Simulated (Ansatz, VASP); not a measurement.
## Bi2Se3 (Paraguanajuatite): VASP beside Ansatz

One calculation is typed for both programs; each brings its own data sets and cutoff. How far apart do they land?

Main program and level: Ansatz 0.2.0; plane waves, with VASP 6.6.1 beside it; relaxation of cell and atoms at PBEsol.

## (1) Starting point

The structure is trigonal, space group R-3m (No. 166). Conventional cell: a = 4.143 Å, b = 4.143 Å, c = 28.636 Å, α = 90.00°, β = 90.00°, γ = 120.00°. Nearest to Bi lie 6 Se at 2.85 to 3.07 Å. Se has 6 Bi at 3.07 Å nearest. Nearest to Se lie 3 Bi at 2.85 Å. Farther neighbours and most contacts between anions are not listed.

## (2) Ansatz: relaxation of cell and atoms, PBEsol

Ansatz runs on its default PAW (the set named soft_2) files.

The relaxed volume is the usual yardstick between codes: its relative difference is about their pressure difference at one cell divided by the bulk modulus.

Input file input.yaml:

```yaml
crystal:
  lattice:
    - [2.0715, 1.19598108, 9.54533333]
    - [-2.0715, 1.19598108, 9.54533333]
    - [0.0, -2.39196217, 9.54533333]
  atoms:
    - { symbol: Bi, position: [0.4008, 0.4008, 0.4008] }
    - { symbol: Bi, position: [0.5992, 0.5992, 0.5992] }
    - { symbol: Se, position: [0.0, 0.0, 0.0] }
    - { symbol: Se, position: [0.2117, 0.2117, 0.2117] }
    - { symbol: Se, position: [0.7883, 0.7883, 0.7883] }
hamiltonian:
  xc: pbesol
  pseudopotentials: { kind: paw }
kpoints:
  mp_grid: { grid: [9, 9, 9] }
scf:
  occupations: { method: fermi_dirac, width: 0.05 }
relax:
  f_tol: 0.01
  max_steps: 60
  cell: { stress_tol: 0.05 }
output:
  forces: true
  stress: true
  write_density: true
  write_potential: true
  elf: true
  volumetric_format: npy
```

The run is started by

```sh
> ansatz run input.yaml --threads 4 --pin off --max-ram 9216MiB --backend cpu --events-out ev --progress --plain --runs-dir out
```

Numbers of over 12 decimals in the logs are rounded to 6 here.

The log of the run:

```text
basis.fft_grid_basis auto: the FFT boxes are laid along the combinations [[1, -1, 0], [0, 1, 0], [0, -1, 1]] of the cell's own vectors, 4.143, 9.840 and 4.143 Å long. The dense box has 30×72×30 points. Along the cell's own vectors, as sized, it would have 72×72×72, 5.76 times as many. Of the 12 symmetry operations that the crystal satisfies within crystal.symmetry.tolerance (time reversal apart; of a slab, those that [...]
Engine: ansatz 0.2.0, aarch64-unknown-linux-gnu
Pseudopotentials: kind: paw
Pseudopotential: Bi, paw, valence charge 15, recommended cutoff 420 eV (normal), Bi.paw.azcp
Pseudopotential: Se, paw, valence charge 16, recommended cutoff 420 eV (normal), Se.paw.azcp
Functional definition: PBEsol
  exchange = pbesol_x
  correlation = pbesol_c
Crystal: 5 atoms, lattice volume = 141.890 Å³
Basis set: ecut = 420 eV, 2743 PW (Γ), FFT grids on a1−a2, a2, −a2+a3, exchange–correlation on 60×144×60 points (8 copies of the dense FFT grid, shifted against one another)
Bands: 47, of which v1, the nominal top of the filled ones, is band 39 counted from 1 (38 counted from 0)
Symmetry: 12 space group operations
Space group: R-3m (ITA 166), of the structure as read, at distance tolerance 5.2e-5 Å
k-points: 85 of 729
Non-local potential: Bi, projectors of the file, l = 0: 2, l = 1: 2, l = 2: 2, l = 3: 2
Non-local potential: Se, projectors of the file, l = 0: 2, l = 1: 2, l = 2: 3, l = 3: 1
PAW form: soft (Blöchl's): semilocal exchange-correlation on the pseudo side does not see the compensation charge
PAW frozen core: Bi, regenerated for the run's functional, and the local potential with it (the file was generated under x = pbe(κ = 0.804, μ = 0.219515), c = pbe(β = 0.066725))
PAW frozen core: Se, regenerated for the run's functional, and the local potential with it (the file was generated under x = pbe(κ = 0.804, μ = 0.219515), c = pbe(β = 0.066725))
PAW one-centre angular grid: Bi, 590 points (default); XC on 64 Gauss nodes
PAW one-centre angular grid: Se, 590 points (default); XC on 64 Gauss nodes
Initial density: superposition of atomic densities (neutral atoms: chi_scale 0, normalization atom), corrected by the library's trained network
Initial wavefunctions: pseudopotential atomic-orbital guess
Functional: x = pbesol(κ = 0.804, μ = 0.123457), c = pbesol(β = 0.046)
SCF iter   1: F=—  HF=-40758.521045 eV  |F-HF|=—  |Δ(HF+E_count)|=         —  Δρ=3.06e-3  dr2=3.52e-2  ethr=1.77e-3  ⟨swp⟩=8.1  Hψ=16100  notcnv=0  defer=9
preconditioner: auto → Kerker (q_TF=auto, 2.469 Å⁻¹)  [metal: Δε(μ)=0.087 eV  Ē_g=9.314 eV  σ=0.050 eV  W_gap=0.41  n_scr=36 (ndim 8)  ℏωp=16.5 eV  f_vac=0.033  D(μ)=0.03/eV (n_scr^D=0)]
SCF iter   2: F=—  HF=-40758.513239 eV  |F-HF|=—  |Δ(HF+E_count)|=   7.81e-3  Δρ=1.53e-3  dr2=7.82e-3  ethr=4.51e-5  ⟨swp⟩=1.9  Hψ=5485  notcnv=0  defer=62
preconditioner: auto → Resta (q_TF=auto, 2.469 Å⁻¹)  ε∞=4.1  [insulator: Δε(μ)=0.116 eV  Ē_g=9.326 eV  σ=0.050 eV  W_gap=0.52  n_scr=36 (ndim 8)  ℏωp=16.5 eV  f_vac=0.031  D(μ)=0.03/eV (n_scr^D=0)  ε∞_Penn≈4.1]
SCF iter   3: F=—  HF=-40758.511967 eV  |F-HF|=—  |Δ(HF+E_count)|=   1.27e-3  Δρ=4.69e-4  dr2=3.61e-4  ethr=1.00e-5  ⟨swp⟩=2.1  Hψ=4590  notcnv=0  defer=62
SCF iter   4: F=—  HF=-40758.511986 eV  |F-HF|=—  |Δ(HF+E_count)|=   1.88e-5  Δρ=2.05e-4  dr2=1.16e-4  ethr=4.63e-7  ⟨swp⟩=2.0  Hψ=5106  notcnv=0  defer=62
SCF iter   5: F=—  HF=-40758.511998 eV  |F-HF|=—  |Δ(HF+E_count)|=   1.24e-5  Δρ=9.14e-5  dr2=3.05e-5  ethr=1.48e-7  ⟨swp⟩=2.0  Hψ=6318  notcnv=0  defer=62
SCF iter   6: F=—  HF=-40758.511990 eV  |F-HF|=—  |Δ(HF+E_count)|=   7.77e-6  Δρ=2.50e-5  dr2=1.40e-6  ethr=3.91e-8  ⟨swp⟩=2.1  Hψ=5870  notcnv=0  defer=62
SCF iter   7: F=—  HF=-40758.511991 eV  |F-HF|=—  |Δ(HF+E_count)|=   1.01e-6  Δρ=8.89e-6  dr2=1.75e-7  ethr=1.80e-9  ⟨swp⟩=2.0  Hψ=7187  notcnv=0  defer=62
SCF iter   8: F=-40758.511992 eV  HF=-40758.511992 eV  |F-HF|=1.33e-8  |Δ(HF+E_count)|=   1.54e-7  Δρ=2.50e-6  dr2=1.30e-8  ethr=1.28e-10  ⟨swp⟩=9.0  Hψ=30150  notcnv=0
SCF 1 converged in 8 iterations: F = -40758.511992 eV  dr2 = 1.30e-8
  greatest PAW one-centre occupation: 1.000 electrons in one spin orbital (limit 2), on the Se atom at site 4 (counted from 0), in its partial waves of l = 2
relax step   1: F+E_penalty+E_count = -40758.51199163 eV  Δ(F+E_penalty+E_count) = +0.000e0 eV  max|allowed force component| = 1.516e-1 eV/Å  Δτ_max = 0.0000 Å  P = -0.318 GPa  Ω = 141.890 Å³  (8 SCF iters, dr2 threshold 1.00e-7 eV, accepted)
[...]
relax step   2: F+E_penalty+E_count = -40758.50984527 eV  Δ(F+E_penalty+E_count) = +2.146e-3 eV  max|allowed force component| = 2.289e-1 eV/Å  Δτ_max = 0.0412 Å  P = +0.240 GPa  Ω = 140.215 Å³  energy of the carried Pulay correction = +2.383e-4 eV  (8 SCF iters, dr2 threshold 5.00e-7 eV, rejected (line search))
[...]
relax step   3: F+E_penalty+E_count = -40758.51570075 eV  Δ(F+E_penalty+E_count) = -3.709e-3 eV  max|allowed force component| = 3.218e-3 eV/Å  Δτ_max = 0.0142 Å  P = -0.018 GPa  Ω = 140.854 Å³  energy of the carried Pulay correction = +1.470e-4 eV  (10 SCF iters, accepted)
[...]
relax step   4: F+E_penalty+E_count = -40758.51555108 eV  Δ(F+E_penalty+E_count) = +1.497e-4 eV  max|allowed force component| = 3.242e-3 eV/Å  Δτ_max = 0.0000 Å  P = -0.018 GPa  Ω = 140.854 Å³  stress off target by 3.66e-2 GPa  SCF on the basis re-selected at this cell (its energy is not comparable with the rows above)  (5 SCF iters)
basis re-selected at this cell: Δ(F+E_penalty+E_count) = +1.497e-4 eV, ΔP = +0.000 GPa vs the last step (what re-selecting the basis moved, of the pressure what is left beyond the Pulay correction that the steps carried, after the strain that the cell walked since its last selection, with what the two solves' SCF thresholds leave and, on support functions, any second-order correction that the steps lacked; it is no m [...]
SCF converged after 5 iterations
Free energy (F): -40758.515551 eV
Harris-Foulkes:  -40758.515551 eV  (|F-HF|=0.00e0)
Internal energy: -40758.515304 eV  (E = F + TS)
E sigma→0 (E₀):  -40758.515427 eV
Entropy (-TS):   -0.000247 eV (-0.049 meV/atom)
Fermi energy:    9.131323 eV
--- Per-component energies (eV) ---
  E_band       = -1343.077778
  E_kinetic    = 957.813278
  E_local      = -10335.924703  (includes V_loc(G=0)·N_el)
  E_nonlocal   = -650.075016
  E_hartree    = 4594.773221
  E_xc         = -611.696805
  E_vxc        = -583.656994  (∫ρ·V_xc dr)
  E_paw        = -26621.654294  (= ΣΔE_a)
  E_vpaw       = 79.221843  (= ΣTr[D̂ρ^β])
  E_aug_tail   = -0.002726  (compensation charges beyond the density's cutoff)
  E_ewald      = -8094.953114
  E_core_change = 3.204856  (= ΣΔE_core)
  E_smearing   = -0.000247  (= −TS)
  E_closure    = 0.000000  (closes the sum)
  Σ components = -40758.515551   (vs F -40758.515551, Δ=0.00e0)
--- Forces (eV/Å), atoms counted from 1 ---
  atom   1  Bi     0.00000000     0.00000000    -0.00324223
  atom   2  Bi    -0.00000000    -0.00000000     0.00324223
  atom   3  Se     0.00000000     0.00000000     0.00000000
  atom   4  Se     0.00000000     0.00000000    -0.00059983
  atom   5  Se    -0.00000000    -0.00000000     0.00059983
  max |Σ_I F_I| component: 4.34e-19 eV/Å
--- Stress (GPa, compression-positive) ---
       -0.008600       0.000000       0.000000
        0.000000      -0.008600       0.000000
        0.000000       0.000000      -0.036560
  P = ⅓ Tr σ = -0.0179 GPa (-0.179 kbar)
--- Band table (eV; the first three rows and the last of 85) ---
  k-point 0: bands = [... 35 lower, 7.2118, 7.8336, 7.8336, 9.0680, 9.1878, 10.3971, 10.3971, 11.1491, ... 4 higher]
  k-point 1: bands = [... 35 lower, 7.6341, 7.6679, 7.9886, 8.4010, 10.0377, 10.7594, 10.7960, 11.2270, ... 4 higher]
  k-point 2: bands = [... 35 lower, 7.3659, 7.7683, 7.9099, 8.5069, 10.2903, 10.8669, 11.2001, 11.6249, ... 4 higher]
  k-point 84: bands = [... 35 lower, 7.0721, 7.8968, 8.2932, 8.7236, 9.8506, 10.3599, 10.7017, 11.4766, ... 4 higher]
--- Relaxed structure (3 steps of the walk, 2 accepted, 1 SCFs on fresh bases) ---
  F+E_penalty+E_count = -40758.51555108 eV   max|allowed force component| = 3.242e-3 eV/Å   (the final SCF, on the basis selected at the relaxed cell)
  cell:  # Å, volume = 140.8539 Å³
    - [2.065337, 1.192423, 9.532276]
    - [-2.065337, 1.192423, 9.532276]
    - [0, -2.384845, 9.532276]
  atoms:
    - { symbol: Bi, position: [0.400304, 0.400304, 0.400304] }
    - { symbol: Bi, position: [0.599696, 0.599696, 0.599696] }
    - { symbol: Se, position: [0, 0, 0] }
    - { symbol: Se, position: [0.211552, 0.211552, 0.211552] }
    - { symbol: Se, position: [0.788448, 0.788448, 0.788448] }
```

The job ended after 64 s (4 threads of Arm Neoverse N1, shared host; peak memory 0.78 GiB; 4.2 min of CPU time).

## (3) VASP: relaxation of cell and atoms, PBEsol

The same cell, functional, mesh and smearing now go to VASP, with its own data sets and cutoff.

Lines of VASP's logs that name or quote its potential files are left out, and so is its time.

Input file run.py:

```python
import numpy as np
from ase.calculators.vasp import Vasp
from ase import Atoms

atoms = Atoms(['Bi', 'Bi', 'Se', 'Se', 'Se'],
              cell=[[2.0715, 1.19598108, 9.54533333], [-2.0715, 1.19598108, 9.54533333], [0.0, -2.39196217, 9.54533333]],
              scaled_positions=[[0.4008, 0.4008, 0.4008], [0.5992, 0.5992, 0.5992], [0.0, 0.0, 0.0], [0.2117, 0.2117, 0.2117], [0.7883, 0.7883, 0.7883]],
              pbc=True)

calc = Vasp(
    xc='pbesol',
    pp='PBE',
    prec='Accurate',
    encut=400,
    ediff=1e-06,
    nelm=100,
    ismear=-1,
    sigma=0.05,
    lreal=False,
    algo='Normal',
    nbands=30,
    lorbit=11,
    lwave=False,
    lcharg=False,
    kpar=4,
    ibrion=2,
    nsw=60,
    isif=3,
    ediffg=-0.01,
    pp_version='64',
    setups={'Bi': '_d', 'Se': ''},
    kpts=(9, 9, 9),
    gamma=True,
    txt='vasp.out',
)
atoms.calc = calc

print("energy (eV):", round(atoms.get_potential_energy(), 6))
print("Fermi level (eV):", round(calc.get_fermi_level(), 4))
print("forces (eV/A):")
print(np.round(atoms.get_forces(), 4))
print("stress (GPa, Voigt, tension positive):", np.round(atoms.get_stress() * 160.21766, 3))
print("cell (A, degrees):", np.round(atoms.cell.cellpar(), 4))
print("volume (A^3):", round(atoms.get_volume(), 4))
print("positions:")
print(np.round(atoms.get_scaled_positions(), 5))
```

PAW data sets: Bi_d and Se (PBE family, release 64).

The run is started by

```sh
> export ASE_VASP_COMMAND="mpirun -np 4 vasp_std"
> python run.py
```

The log of the run:

```text
energy (eV): -22.048836
Fermi level (eV): 5.004
forces (eV/A):
[[-0.     -0.      0.0029]
 [-0.      0.     -0.0029]
 [ 0.      0.     -0.    ]
 [-0.      0.     -0.0048]
 [-0.     -0.      0.0048]]
stress (GPa, Voigt, tension positive): [ 0.022  0.022  0.038 -0.    -0.    -0.   ]
cell (A, degrees): [ 9.8163  9.8163  9.8163 24.2936 24.2936 24.2936]
volume (A^3): 140.727
positions:
[[0.4003  0.4003  0.4003 ]
 [0.5997  0.5997  0.5997 ]
 [0.      0.      0.     ]
 [0.21143 0.21143 0.21143]
 [0.78857 0.78857 0.78857]]
```

ASE turned this into the INCAR:

```
ENCUT = 400.000000
SIGMA = 0.050000
EDIFF = 1.00e-06
EDIFFG = -1.00e-02
ALGO = Normal
GGA = PS
PREC = Accurate
IBRION = 2
ISIF = 3
ISMEAR = -1
KPAR = 4
LORBIT = 11
NBANDS = 30
NELM = 100
NSW = 60
LCHARG = .FALSE.
LWAVE = .FALSE.
LREAL = .FALSE.
```

The KPOINTS that ASE wrote:

```
KPOINTS created by Atomic Simulation Environment
0
Gamma
9 9 9
0 0 0
```

OUTCAR, selected parts (step 3):

```text
ion  position               nearest neighbor table
   1  0.401  0.401  0.401-   5 2.85   5 2.85   5 2.85   3 3.07   3 3.07   3 3.07
   2  0.599  0.599  0.599-   4 2.85   4 2.85   4 2.85   3 3.07   3 3.07   3 3.07
   3  0.000  0.000  0.000-   2 3.07   2 3.07   1 3.07   1 3.07   2 3.07   1 3.07
   4  0.212  0.212  0.212-   2 2.85   2 2.85   2 2.85
   5  0.788  0.788  0.788-   1 2.85   1 2.85   1 2.85

  LATTYP: Found a trigonal (rhomboedric) cell.
 ALAT       =     9.8404710952
 COS(alpha) =     0.9113725832

 Subroutine GETGRP returns: Found 12 space group operations
 (whereof 12 operations were pure point group operations)

The static configuration has the point symmetry D_3d.

 Found     85 irreducible k-points:

   k-points           NKPTS =     85   k-points in BZ     NKDIM =     85   number of bands    NBANDS=     30

   dimension x,y,z NGX =    64 NGY =   64 NGZ =   64
   dimension x,y,z NGXF=   128 NGYF=  128 NGZF=  128

   ENCUT  =  400.0 eV  29.40 Ry    5.42 a.u.  16.05 16.05 16.05*2*pi/ulx,y,z

   NELECT =      48.0000    total number of electrons

 k-points in reciprocal lattice and weights: KPOINTS created by Atomic Simulation Env
   0.00000000  0.00000000  0.00000000       0.001
   0.11111111 -0.00000000  0.00000000       0.008
   0.22222222  0.00000000  0.00000000       0.008
   0.33333333 -0.00000000  0.00000000       0.008
   0.44444444  0.00000000  0.00000000       0.008
   0.11111111  0.11111111  0.00000000       0.008
   0.22222222  0.11111111 -0.00000000       0.016
   0.33333333  0.11111111  0.00000000       0.016
   0.44444444  0.11111111  0.00000000       0.016
[...]
0.44444444  0.44444444  0.44444444       0.003
  -0.44444444  0.44444444  0.44444444       0.008

 average (electrostatic) potential at core
       1-106.0182       2-106.0182       3 -52.9493       4 -53.0374       5 -53.0374

 E-fermi :   5.0040

 k-point     1 :       0.0000    0.0000    0.0000
  band No.  band energies     occupation
    ...
     21       3.0847      2.00000
     22       3.7080      2.00000
     23       3.7080      2.00000
     24       4.9459      1.52337
     25       5.0550      0.52949
     26       6.2609      0.00000
     27       6.2609      0.00000
     28       7.0213      0.00000
     29       7.6386      0.00000
     30       7.6386      0.00000

 k-point     2 :       0.1111   -0.0000    0.0000
  band No.  band energies     occupation
    ...
     20       3.2305      2.00000
     21       3.5068      2.00000
     22       3.5368      2.00000
     23       3.8636      2.00000
     24       4.2720      2.00000
     25       5.9078      0.00000
     26       6.6305      0.00000
     27       6.6631      0.00000
     28       7.0991      0.00000
     29       7.6178      0.00000
    ...

 k-point     3 :       0.2222    0.0000    0.0000
  band No.  band energies     occupation
    ...
     20       2.7031      2.00000
     21       3.2313      2.00000
     22       3.6409      2.00000
     23       3.7914      2.00000
     24       4.3813      1.99999
     25       6.1621      0.00000
     26       6.7328      0.00000
     27       7.0693      0.00000
     28       7.4958      0.00000
     29       7.9018      0.00000
    ...

  Total       -0.0191970     -0.0191970     -0.0334245      0.0000000      0.0000000      0.0000000
  in kB       -0.2185584     -0.2185584     -0.3805375      0.0000000      0.0000000      0.0000000
  external PRESSURE =      -0.2725514 kB  Pullay stress =       0.0000000 kB

  energy-cutoff  :      400.00
  volume of cell :      140.73
      direct lattice vectors                 reciprocal lattice vectors
     2.065507308  1.192521198  9.522116011     0.242071281  0.139759919  0.035006225
    -2.065507308  1.192521198  9.522116011    -0.242071281  0.139759919  0.035006225
     0.000000000 -2.385042406  9.522116011     0.000000000 -0.279519838  0.035006225

 POSITION                                       TOTAL-FORCE (eV/Angst)
 -----------------------------------------------------------------------------------
      0.00000     -0.00000     11.43523        -0.000000     -0.000000      0.002925
      0.00000     -0.00000     17.13111        -0.000000      0.000000     -0.002925
      0.00000     -0.00000      0.00000         0.000000      0.000000     -0.000000
      0.00000     -0.00000      6.03983        -0.000000      0.000000     -0.004795
      0.00000     -0.00000     22.52652        -0.000000     -0.000000      0.004795
 -----------------------------------------------------------------------------------
    total drift:                               -0.000000      0.000000     -0.000000

  FREE ENERGIE OF THE ION-ELECTRON SYSTEM (eV)
  ---------------------------------------------------
  free  energy   TOTEN  =       -22.0489647895 eV

  energy  without entropy=      -22.0487074976  energy(sigma->0) =      -22.04883614

 reached required accuracy - stopping structural energy minimisation

 total charge
# of ion       s       p       d       tot
------------------------------------------
    1        1.611   1.073   9.963  12.647
    2        1.611   1.073   9.963  12.647
    3        1.475   2.310   0.022   3.807
    4        1.493   2.249   0.023   3.766
    5        1.493   2.249   0.023   3.766
--------------------------------------------------
tot          7.683   8.955  19.995  36.633

[... 3 further parts left out ...]
```

The bonds form layers, held to each other by dispersion, which PBEsol lacks, so the spacing between them is unreliable. The run keeps the 12 symmetry operations of its start, so it cannot find a distortion of lower symmetry.

## (4) Side by side

Known differences besides the potentials themselves: both relaxations stop at a tolerance, which leaves soft axes loose, and VASP keeps its plane-wave basis; the data sets hold 78 valence electrons in Ansatz (default PAW (the set named soft_2) files) and 48 in VASP; the cutoff is 420 eV in Ansatz and 400 eV in VASP; Ansatz makes its cores anew for this functional, VASP keeps those of its PBE data sets; VASP leaves aspherical gradient terms in its spheres out (LASPH is not set), Ansatz keeps them; Ansatz adds a Pulay correction to the stress that steers its cell, VASP none. Total energies have different zeros and are not compared.

The two programs side by side:

```tsv
quantity	Ansatz	VASP	difference
volume (Å³)	140.85	140.73	+0.09 %
edge a after relaxation, in the typed setting (Å)	9.826	9.816	+0.10 %
```

The walks stopped with -0.02 GPa left in Ansatz and -0.03 GPa in VASP; each walk ends within a tolerance, so the volume difference is uncertain by about these residues over the bulk modulus, most in soft cells.

## (5) Summary of results

- difference in edge a after relaxation, in the typed setting (relaxation of cell and atoms, PBEsol): 0.100 %

**Reading.** The difference in edge a after relaxation, in the typed setting is 0.100 % (relaxation of cell and atoms, PBEsol), within the 1.2 % picked in this series as the mark of a large difference, as far as the stopping tolerances let one tell. How closely two codes agree says nothing of how well the functional describes the real material.

[Lines on the potential files, build, host, timing and source positions are cut from VASP's logs without a mark.]

[Logs are printed without paths, hosts, clocks, repeated set-up lines and the standing remarks that a program may print on its own settings, such as how far it seeks lower states.]

[Hosts, paths, dates, database ids (printed as entryN), source tags and the programs' standing remarks are cut or masked in the printed files.]
